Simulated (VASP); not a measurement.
Here is the system:

```xyz
2
Lattice="0.0000 2.8296 2.8296 2.8296 0.0000 2.8296 2.8296 2.8296 0.0000" Properties=species:S:1:pos:R:3 pbc="T T T"
Rh     0.0000     0.0000     0.0000
Se     2.8296     2.8296     2.8296
```

Method: r2SCAN meta-GGA, VASP's PBE PAW potentials (set 64) (plane waves; VASP). Run with 400 eV cut-off, 10×10×10 Γ-centred mesh, first-order Methfessel-Paxton smearing of 0.10 eV, potentials Rh_pv Se.

Energy and stress use the plane-wave basis of the starting cell.

The ions, cell shape and volume are relaxed. What does this cell relax into?

```xyz
2
Lattice="0.0000 2.5744 2.5744 2.5744 0.0000 2.5744 2.5744 2.5744 0.0000" Properties=species:S:1:pos:R:3 pbc="T T T"
Rh     0.0000     0.0000     0.0000
Se     2.5744     2.5744     2.5744
```
Space group Fm-3m (225), at a tolerance of 0.03 Å.

How do energy and volume change from the first to the last step?

The energy (σ→0) changes by -464.5 meV/atom and the volume by -24.7 %, in 7 ionic steps.

| step | E(σ→0) (eV) | max force (eV/Å) | pressure (GPa) | volume (Å³) |
|---|---|---|---|---|
| 1 | -37.7328 | 0.000 | -20.07 | 45.31 |
| 2 | -38.2145 | 0.000 | 33.54 | 29.13 |
| 3 | -38.6611 | 0.000 | -0.93 | 34.35 |
| 4 | -38.6617 | 0.000 | -0.12 | 34.15 |
| 5 | -38.6613 | 0.000 | 0.74 | 33.95 |
| 6 | -38.6613 | 0.000 | -0.79 | 34.31 |
| 7 | -38.6617 | 0.000 | 0.00 | 34.13 |

The structure was generated: RhSe was put into the rock salt type (Fm-3m), which need not be its known phase. This run relaxes it. Symmetry was kept, so distortions that lower it aren't found. The electron count is odd and the run is not spin-polarised, which forces a metal.
